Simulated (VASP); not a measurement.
Given:

```
CELL_PARAMETERS angstrom
     -3.11876     3.11876     3.11876
      3.11876    -3.11876     3.11876
      3.11876     3.11876    -3.11876
ATOMIC_POSITIONS crystal
  Hg 0.00000 0.00000 0.50000
  Hg 0.00000 0.50000 0.00000
  Hg 0.50000 0.50000 0.50000
  Hg 0.50000 0.00000 0.00000
  Pt 0.00000 0.00000 0.00000
```

Calculation: PBEsol GGA, VASP's PBE PAW potentials (set 64) (plane waves; VASP). Run with 480 eV cut-off, 6×6×6 Γ-centred mesh, first-order Methfessel-Paxton smearing of 0.10 eV, potentials Hg Pt.

Stress in GPa, positive for a compressed cell; the cube axes lie along x, y and z, and the ions stay on their sites.

```json
[
 {"strain": "none", "σxx": "0.11", "σyy": "0.11", "σzz": "0.11"},
 {"strain": "εxx = +2.0 %", "σxx": "-1.87", "σyy": "-1.21", "σzz": "-1.21"},
 {"strain": "εyy = +2.0 %, εzz = +2.0 %", "σxx": "-2.39", "σyy": "-3.02", "σzz": "-3.02"}
]
```

Q: Fit C11 and C12 to these rows, and predict the stress for εxx = +4.0 %, εyy = +4.0 %.

A: Least squares on Δσ_i = −C11 ε_i − C12 (ε_j + ε_k) over all components shown gives C11 = 95 GPa and C12 = 63 GPa, and so σxx, σyy, σzz = -6.22, -6.22, -4.93 GPa. The run gave -5.41, -5.41, -4.29 GPa; the difference holds the non-linear terms and numerical noise.

Left out are shears, moved atoms, failed runs and, from the fit, strains over 2.5 %.

The structure comes from a computed database's Hg4Pt entry (Im-3m); how it stands against other phases isn't given here.
